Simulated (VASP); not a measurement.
Consider the following.

```xyz
1
Lattice="0.0000 2.0773 2.0773 2.0773 0.0000 2.0773 2.0773 2.0773 0.0000" Properties=species:S:1:pos:R:3 pbc="T T T"
Au     0.0000     0.0000     0.0000
```

The numbers are results of PBE GGA, VASP's PBE PAW potentials (set 64) (plane waves; VASP 6.6.1), not measurements. Numerical set-up: 480 eV cut-off, 14×14×14 Γ-centred mesh, first-order Methfessel-Paxton smearing of 0.10 eV, potentials Au.

Unless said otherwise, spin-orbit coupling is left out, though it shifts the bands of the heavy elements here.

### Question
What does the run give for the energy per atom (σ→0), band gap (on the k-mesh) with the smallest direct gap where there is one?

### Answer

```
Property                                                     Value
------------------------  ----------------------------------------
band gap (on the k-mesh)  none (metal, semimetal or under 0.01 eV)
energy per atom (σ→0)                               -3.218 eV/atom
```

The absolute energy has meaning only against runs of the same code, potentials and settings.

The compound is Au in the fcc structure. It was relaxed first, which changed the volume by +6 %.
